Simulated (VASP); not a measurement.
Output of a VASP run:

File OSZICAR:
```
...
       N       E                     dE             d eps       ncg     rms          rms(c)
DAV:   1    -0.370780694275E+01   -0.28170E+00   -0.38863E+00   675   0.418E+01    0.297E+00
DAV:   2    -0.349570205183E+01    0.21210E+00   -0.35858E-01   635   0.128E+01    0.140E+00
DAV:   3    -0.343892984225E+01    0.56772E-01   -0.84151E-02   690   0.583E+00    0.263E-01
DAV:   4    -0.343426016773E+01    0.46697E-02   -0.68990E-03   610   0.145E+00    0.103E-01
DAV:   5    -0.343356077478E+01    0.69939E-03   -0.47341E-04   600   0.326E-01    0.275E-02
DAV:   6    -0.343353377497E+01    0.27000E-04   -0.87715E-05   640   0.179E-01    0.135E-02
DAV:   7    -0.343353449326E+01   -0.71829E-06   -0.13164E-05   646   0.732E-02    0.358E-03
DAV:   8    -0.343353462182E+01   -0.12856E-06   -0.13495E-06   380   0.119E-02
   2 F= -.34335346E+01 E0= -.34335114E+01  d E =-.742896E-02
       N       E                     dE             d eps       ncg     rms          rms(c)
DAV:   1    -0.345839865307E+01   -0.24864E-01   -0.31505E-01   675   0.111E+01    0.883E-01
DAV:   2    -0.344000264220E+01    0.18396E-01   -0.35040E-02   635   0.454E+00    0.402E-01
DAV:   3    -0.343543513466E+01    0.45675E-02   -0.55919E-03   685   0.150E+00    0.908E-02
DAV:   4    -0.343500896782E+01    0.42617E-03   -0.50058E-04   586   0.334E-01    0.303E-02
DAV:   5    -0.343494777964E+01    0.61188E-04   -0.39465E-05   636   0.955E-02    0.666E-03
DAV:   6    -0.343494696565E+01    0.81398E-06   -0.24142E-06   449   0.217E-02
   3 F= -.34349470E+01 E0= -.34349461E+01  d E =-.884130E-02
       N       E                     dE             d eps       ncg     rms          rms(c)
DAV:   1    -0.343512180668E+01   -0.17403E-03   -0.24757E-03   685   0.997E-01    0.784E-02
DAV:   2    -0.343497698517E+01    0.14482E-03   -0.26219E-04   645   0.378E-01    0.362E-02
DAV:   3    -0.343493927247E+01    0.37713E-04   -0.47735E-05   690   0.138E-01    0.769E-03
DAV:   4    -0.343493582691E+01    0.34456E-05   -0.39668E-06   535   0.312E-02    0.276E-03
DAV:   5    -0.343493524271E+01    0.58420E-06   -0.28503E-07   260   0.865E-03
   4 F= -.34349352E+01 E0= -.34349339E+01  d E =-.882958E-02
       N       E                     dE             d eps       ncg     rms          rms(c)
DAV:   1    -0.343555388206E+01   -0.61806E-03   -0.83341E-03   675   0.183E+00    0.143E-01
DAV:   2    -0.343507240895E+01    0.48147E-03   -0.89667E-04   635   0.707E-01    0.654E-02
DAV:   3    -0.343495190580E+01    0.12050E-03   -0.15431E-04   690   0.251E-01    0.142E-02
DAV:   4    -0.343494118153E+01    0.10724E-04   -0.13385E-05   598   0.567E-02    0.488E-03
DAV:   5    -0.343493967379E+01    0.15077E-05   -0.89912E-07   260   0.153E-02    0.973E-04
DAV:   6    -0.343493966019E+01    0.13596E-07   -0.17168E-07   260   0.604E-03
   5 F= -.34349397E+01 E0= -.34349390E+01  d E =-.441748E-05
       N       E                     dE             d eps       ncg     rms          rms(c)
DAV:   1    -0.343508902900E+01   -0.14936E-03   -0.19222E-03   685   0.881E-01    0.683E-02
DAV:   2    -0.343497829254E+01    0.11074E-03   -0.20457E-04   645   0.335E-01    0.313E-02
DAV:   3    -0.343495000697E+01    0.28286E-04   -0.36044E-05   690   0.121E-01    0.675E-03
DAV:   4    -0.343494732014E+01    0.26868E-05   -0.30757E-06   512   0.274E-02    0.234E-03
DAV:   5    -0.343494689108E+01    0.42906E-06   -0.20604E-07   260   0.734E-03
   6 F= -.34349469E+01 E0= -.34349460E+01  d E =-.116484E-04
```

File OUTCAR:
```
------------------------ aborting loop because EDIFF is reached ----------------------------------------
  FORCE on cell =-STRESS in cart. coord.  units (eV):
  Direction    XX          YY          ZZ          XY          YZ          ZX
  --------------------------------------------------------------------------------------
  Total       -0.0087944     -0.0087944     -0.0087944      0.0000000      0.0000000      0.0000000
  in kB       -0.3031571     -0.3031571     -0.3031571      0.0000000      0.0000000      0.0000000
  external PRESSURE =      -0.3031571 kB  Pullay stress =       0.0000000 kB
  volume of cell :       46.48
      direct lattice vectors                 reciprocal lattice vectors
    -0.000000000  2.853684476  2.853684476    -0.175212083  0.175212083  0.175212083
     2.853684476  0.000000000  2.853684476     0.175212083 -0.175212083  0.175212083
     2.853684476  2.853684476 -0.000000000     0.175212083  0.175212083 -0.175212083
  FREE ENERGIE OF THE ION-ELECTRON SYSTEM (eV)
  ---------------------------------------------------
  free  energy   TOTEN  =        -3.4349468911 eV

  energy  without entropy=       -3.4349450434  energy(sigma->0) =       -3.43494597

 reached required accuracy - stopping structural energy minimisation
```
(Selected blocks of OUTCAR.)

File POSCAR:
```
GaAs
1
    0.0000000000     2.8250000000     2.8250000000
    2.8250000000     0.0000000000     2.8250000000
    2.8250000000     2.8250000000     0.0000000000
Ga As
1 1
Direct
  0.0000000000   0.0000000000   0.0000000000
  0.2500000000   0.2500000000   0.2500000000
```

Task: Reconstruct the remaining input files.

Result: This is not unique; one that fits is the input of the run itself, optB86b-vdW, plane waves, VASP's PBE PAW potentials (set 64).

**KPOINTS**
```
Automatic
0
gamma
  7 7 7
0 0 0
```

**INCAR**
```
# general
SYSTEM   = GaAs
PREC     = Accurate
ENCUT    = 520   # plane-wave cut-off (eV)
LREAL    = .FALSE.   # projection in real space or not
LASPH    = .TRUE.

# electronic loop
EDIFF    = 1E-6   # SCF stop (eV)
NELM     = 100   # most electronic steps
ALGO     = Normal
LMAXMIX  = 4   # l cut-off of mixed one-centre charges

# smearing
ISMEAR   = 0   # Gaussian
SIGMA    = 0.05

# functional
GGA      = MK
LUSE_VDW = .TRUE.
AGGAC    = 0.0
PARAM1   = 0.1234
PARAM2   = 1.0

# ions
IBRION   = 2   # conjugate gradients
NSW      = 60
ISIF     = 3
EDIFFG   = -0.01

# output
LWAVE    = .FALSE.
LCHARG   = .FALSE.
```

POTCAR, in this order: Ga_d As (PBE.64 set). Program: vasp_std.

Energy and stress use the plane-wave basis of the starting cell.

The compound is GaAs in the zinc blende structure. This run relaxes it. Symmetry was kept, so distortions that lower it aren't found.
